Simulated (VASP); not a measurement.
```xyz
1
Lattice="0.0000 2.6508 2.6508 2.6508 0.0000 2.6508 2.6508 2.6508 0.0000" Properties=species:S:1:pos:R:3 pbc="T T T"
Yb     0.0000     0.0000     0.0000
```

The numbers are results of optB86b-vdW, VASP's PBE PAW potentials (set 64) (plane waves; VASP), not measurements. Run with 520 eV cut-off, Gaussian smearing of 0.050 eV, potentials Yb_2.

The 4f electrons are frozen in the core of the lanthanide potential, so 4f levels, which can set the real gap, and their magnetism are missing.

**Question.** Give the energies of bands 4 to 7 at the high-symmetry points, in eV from the valence-band maximum.

**Answer.** 
```json
[
 {"band": "4", "Γ": "-5.09", "X": "-1.12", "U": "-0.31", "L": "-1.76", "W": "-0.05"},
 {"band": "5", "Γ": "3.07", "X": "0.29", "U": "0.22", "L": "0.30", "W": "0.88"},
 {"band": "6", "Γ": "3.07", "X": "1.68", "U": "1.27", "L": "2.82", "W": "0.88"},
 {"band": "7", "Γ": "3.07", "X": "6.79", "U": "4.61", "L": "2.82", "W": "2.69"}
]
```

The gap is indirect, 0.03 eV, from the valence maximum at L-W at 0.71 to the conduction minimum at L-W at 0.64.

The compound is Yb in the fcc structure. It was relaxed first, which changed the volume by -9 %.
